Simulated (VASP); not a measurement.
Output of a VASP run:

### OSZICAR
```
...
DAV:   5     0.192151631452E+02   -0.19949E-02   -0.19936E-02   830   0.760E-01    0.325E+01
DAV:   6     0.129788234129E+02   -0.62363E+01   -0.11370E+01   638   0.363E+01    0.210E+01
DAV:   7     0.136831425863E+02    0.70432E+00   -0.83440E-01   730   0.116E+01    0.109E+01
DAV:   8     0.130913449138E+02   -0.59180E+00   -0.81140E-01   644   0.131E+01    0.586E-01
DAV:   9     0.124233708930E+02   -0.66797E+00   -0.57586E-01   662   0.921E+00    0.199E+00
DAV:  10     0.123906684034E+02   -0.32702E-01   -0.16329E-02   774   0.152E+00    0.140E+00
DAV:  11     0.123874869053E+02   -0.31815E-02   -0.10131E-01   743   0.175E+00    0.961E-01
DAV:  12     0.123925825840E+02    0.50957E-02   -0.13810E-02   731   0.856E-01    0.305E-01
DAV:  13     0.123936255378E+02    0.10430E-02   -0.21576E-03   683   0.489E-01    0.186E-01
DAV:  14     0.123890773759E+02   -0.45482E-02   -0.17878E-03   671   0.457E-01    0.967E-02
DAV:  15     0.123890881482E+02    0.10772E-04   -0.52651E-05   802   0.870E-02    0.665E-02
DAV:  16     0.123890966146E+02    0.84664E-05   -0.26513E-05   734   0.424E-02    0.200E-02
DAV:  17     0.123890798926E+02   -0.16722E-04   -0.18719E-05   689   0.484E-02    0.132E-02
DAV:  18     0.123890782497E+02   -0.16429E-05   -0.32432E-06   784   0.124E-02    0.261E-03
DAV:  19     0.123890780723E+02   -0.17739E-06   -0.18579E-07   415   0.398E-03
   1 F= 0.12389078E+02 E0= 0.12389133E+02  d E =0.123891E+02
       N       E                     dE             d eps       ncg     rms          rms(c)
DAV:   1     0.123686747621E+02   -0.20403E-01   -0.85214E-01   650   0.861E+00    0.226E+00
DAV:   2     0.123847618820E+02    0.16087E-01   -0.86606E-02   760   0.233E+00    0.956E-01
DAV:   3     0.123890080276E+02    0.42461E-02   -0.10163E-02   760   0.107E+00    0.674E-01
DAV:   4     0.123911382306E+02    0.21302E-02   -0.85306E-03   783   0.899E-01    0.226E-01
DAV:   5     0.123938871395E+02    0.27489E-02   -0.33381E-03   695   0.726E-01    0.971E-02
DAV:   6     0.123907100259E+02   -0.31771E-02   -0.18945E-03   659   0.542E-01    0.562E-02
DAV:   7     0.123903998849E+02   -0.31014E-03   -0.13021E-04   707   0.135E-01    0.121E-02
DAV:   8     0.123904288267E+02    0.28942E-04   -0.23132E-05   713   0.597E-02    0.598E-03
DAV:   9     0.123903890530E+02   -0.39774E-04   -0.86266E-06   728   0.377E-02    0.370E-03
DAV:  10     0.123903917049E+02    0.26519E-05   -0.54918E-07   502   0.103E-02    0.892E-04
DAV:  11     0.123903915639E+02   -0.14098E-06   -0.46763E-08   385   0.221E-03
   2 F= 0.12390392E+02 E0= 0.12390401E+02  d E =0.131349E-02
       N       E                     dE             d eps       ncg     rms          rms(c)
DAV:   1     0.123799053610E+02   -0.10486E-01   -0.25506E-01   656   0.471E+00    0.124E+00
DAV:   2     0.123847366151E+02    0.48313E-02   -0.26602E-02   777   0.128E+00    0.532E-01
DAV:   3     0.123860520383E+02    0.13154E-02   -0.35084E-03   784   0.595E-01    0.389E-01
DAV:   4     0.123866777703E+02    0.62573E-03   -0.28144E-03   809   0.506E-01    0.123E-01
DAV:   5     0.123883019733E+02    0.16242E-02   -0.14866E-03   674   0.475E-01    0.507E-02
DAV:   6     0.123865770670E+02   -0.17249E-02   -0.82606E-04   659   0.358E-01    0.264E-02
DAV:   7     0.123865050359E+02   -0.72031E-04   -0.39978E-05   722   0.693E-02    0.597E-03
DAV:   8     0.123864975901E+02   -0.74458E-05   -0.39049E-06   717   0.242E-02    0.350E-03
DAV:   9     0.123864984258E+02    0.83572E-06   -0.12873E-06   684   0.144E-02
   3 F= 0.12386498E+02 E0= 0.12386526E+02  d E =-.257965E-02
```

### OUTCAR
```
------------------------ aborting loop because EDIFF is reached ----------------------------------------
  FORCE on cell =-STRESS in cart. coord.  units (eV):
  Direction    XX          YY          ZZ          XY          YZ          ZX
  --------------------------------------------------------------------------------------
  Total       -0.0009119     -0.0009119     -0.0009119      0.0000000     -0.0000000      0.0000000
  in kB       -0.0479356     -0.0479356     -0.0479356      0.0000000     -0.0000000      0.0000000
  external PRESSURE =      -0.0479356 kB  Pullay stress =       0.0000000 kB
  volume of cell :       30.48
      direct lattice vectors                 reciprocal lattice vectors
     0.000000000  2.479288321  2.479288321    -0.201670776  0.201670776  0.201670776
     2.479288321 -0.000000000  2.479288321     0.201670776 -0.201670776  0.201670776
     2.479288321  2.479288321  0.000000000     0.201670776  0.201670776 -0.201670776
 POSITION                                       TOTAL-FORCE (eV/Angst)
 -----------------------------------------------------------------------------------
      0.00000      0.00000      0.00000        -0.000000     -0.000000      0.000000
      2.47929      2.47929      2.47929         0.000000      0.000000     -0.000000
 -----------------------------------------------------------------------------------
    total drift:                                0.000000      0.000000      0.000000
  FREE ENERGIE OF THE ION-ELECTRON SYSTEM (eV)
  ---------------------------------------------------
  free  energy   TOTEN  =        12.3864984258 eV

  energy  without entropy=       12.3865540226  energy(sigma->0) =       12.38652622

 reached required accuracy - stopping structural energy minimisation
```
(Selected blocks of OUTCAR.)

POSCAR:
```
GdN
1
    0.0000000000     2.4900000000     2.4900000000
    2.4900000000     0.0000000000     2.4900000000
    2.4900000000     2.4900000000     0.0000000000
Gd N
1 1
Direct
  0.0000000000   0.0000000000   0.0000000000
  0.5000000000   0.5000000000   0.5000000000
```

Q: Write an INCAR and KPOINTS that could have produced this output.

A: One answer among several that fit: the input of the run itself, revTPSS meta-GGA, plane waves, VASP's PBE PAW potentials (set 64).

**KPOINTS**
```
Automatic mesh
0
Gamma
8 8 8
0 0 0
```

**INCAR**
```
! general
SYSTEM =GdN
PREC   =Accurate
ENCUT  =520
LREAL  =.FALSE.   ! projection in real space or not
LASPH  =.TRUE.   ! aspherical one-centre terms

! electronic loop
EDIFF  =1E-6
NELM   =100   ! most electronic steps
ALGO   =Normal   ! blocked Davidson
LMAXMIX=6   ! l cut-off of mixed one-centre charges
LMIXTAU=.TRUE.

! smearing
ISMEAR =0   ! Gaussian
SIGMA  =0.05   ! width (eV)

! functional
METAGGA=RTPSS

! ions
IBRION =2   ! conjugate gradients
NSW    =60   ! most ionic steps
ISIF   =3   ! ions, shape and volume
EDIFFG =-0.01   ! ionic stop

! output
LWAVE  =.FALSE.
LCHARG =.FALSE.
```

POTCAR, in this order: Gd_3 N (PBE.64 set). Program: vasp_std.

The 4f electrons are frozen in the core of the lanthanide potential, so 4f levels, which can set the real gap, and their magnetism are missing.

The compound is GdN in the rock salt structure. This run relaxes it. Symmetry was kept, so distortions that lower it aren't found.
